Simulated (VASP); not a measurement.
Data:

```yaml
crystal:
  lattice:
    - [0.00000, 2.65797, 2.65797]
    - [2.65797, 0.00000, 2.65797]
    - [2.65797, 2.65797, 0.00000]
  atoms:
    - { symbol: Cd, position: [0.00000, 0.00000, 0.00000] }
    - { symbol: F, position: [0.25000, 0.25000, 0.25000] }
    - { symbol: F, position: [0.75000, 0.75000, 0.75000] }
```

These are LDA (Ceperley-Alder, Perdew-Zunger), VASP's LDA PAW potentials (set 64) (plane waves; VASP) values and carry that method's errors. Settings: 520 eV cut-off, 9×9×9 Γ-centred mesh, Gaussian smearing of 0.010 eV, potentials Cd F.

Give the direction-averaged independent-particle dielectric function (no local fields, no excitons; a broadening of 0.1 eV leaves a tail below the gap, and fine structure carries the noise of the k-mesh).

| ħω (eV) | ε₁ | ε₂ |
|---|---|---|
| 0.00 | 2.93 | 0.00 |
| 0.20 | 2.93 | 0.00 |
| 0.50 | 2.94 | 0.00 |
| 0.80 | 2.94 | 0.00 |
| 1.10 | 2.96 | 0.01 |
| 1.40 | 2.98 | 0.01 |
| 1.70 | 3.01 | 0.01 |
| 2.00 | 3.04 | 0.01 |
| 2.30 | 3.08 | 0.02 |
| 2.60 | 3.13 | 0.02 |
| 2.80 | 3.18 | 0.03 |
| 3.10 | 3.27 | 0.04 |
| 3.40 | 3.40 | 0.06 |
| 3.70 | 3.62 | 0.15 |
| 4.00 | 3.62 | 0.64 |
| 4.30 | 3.71 | 0.28 |
| 4.60 | 4.12 | 1.15 |
| 4.90 | 3.27 | 1.52 |
| 5.20 | 3.07 | 0.98 |
| 5.50 | 3.34 | 0.96 |
| 5.70 | 3.41 | 1.39 |
| 6.00 | 3.22 | 1.84 |
| 6.30 | 2.56 | 1.10 |
| 6.60 | 3.47 | 1.27 |
| 6.90 | 2.54 | 1.65 |
| 7.20 | 2.67 | 1.24 |
| 7.50 | 2.93 | 1.55 |
| 7.80 | 2.51 | 1.17 |
| 8.10 | 2.48 | 0.98 |
| 8.40 | 2.90 | 1.12 |
| 8.60 | 2.72 | 1.12 |
| 8.90 | 3.25 | 1.15 |
| 9.20 | 3.21 | 1.39 |
| 9.50 | 3.11 | 1.76 |
| 9.80 | 3.60 | 2.29 |
| 10.10 | 2.06 | 3.10 |
| 10.40 | 1.90 | 2.50 |
| 10.70 | 1.56 | 2.20 |
| 11.00 | 1.56 | 1.47 |
| 11.30 | 2.06 | 1.19 |
ε₂ peaks at 4.9 eV (height 1.5), 6.0 eV (height 1.8), 6.7 eV (height 1.8), 7.6 eV (height 1.6), 10.0 eV (height 3.3); ε₁(0) averages 2.93, so the electronic refractive index below the gap tends to √2.93 = 1.71.

The structure comes from a computed database's CdF2 entry (Fm-3m); how it stands against other phases isn't given here. It was relaxed first.
